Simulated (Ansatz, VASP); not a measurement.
# Be2Cd2S: VASP beside Ansatz

```
Be Cd S
1.0
     3.15153    0.00000    0.00000
     0.00000    7.05236    0.00000
     0.00000    0.00000    4.93550
Be Cd S
2 2 1
Direct
  0.00000 0.00000 0.78856
  0.00000 0.00000 0.21144
  0.50000 0.69699 0.00000
  0.50000 0.30301 0.00000
  0.50000 0.00000 0.50000
```

Alike in both runs: functional PBE; k mesh 6 × 4 × 4; occupations gaussian, width 0.1 eV; no spin polarisation.

Ansatz relaxed the structure, and its values are those at the end. VASP's run is a single point on that final structure, the one shown.

|  | VASP | Ansatz |
| --- | --- | --- |
| version | VASP 6.6.1 | Ansatz 0.2.0 |
| potentials or method | VASP PAW PBE potentials, release 64 (Be, Cd, S) | scalar-relativistic, plane waves, PAW |
| plane-wave cutoff (eV) | 520 | 420 |
| valence electrons in the cell | 34 | 50 |

Ansatz gave:

* gap on the k mesh at the Fermi level (eV): none
* pressure (GPa): 0.0
* rms of the force components (eV/Å): 0.007

Problem. Estimate VASP's values.

Solution. gap on the k mesh at the Fermi level (eV): none; pressure (GPa): 0.1; rms of the force components (eV/Å): 0.010.

A gap of «none» marks a metal or a gap that the smearing closes. The functional is the same, so the differences come from potentials, cutoffs and numerics. The two sets of potentials don't hold the same shells in valence.
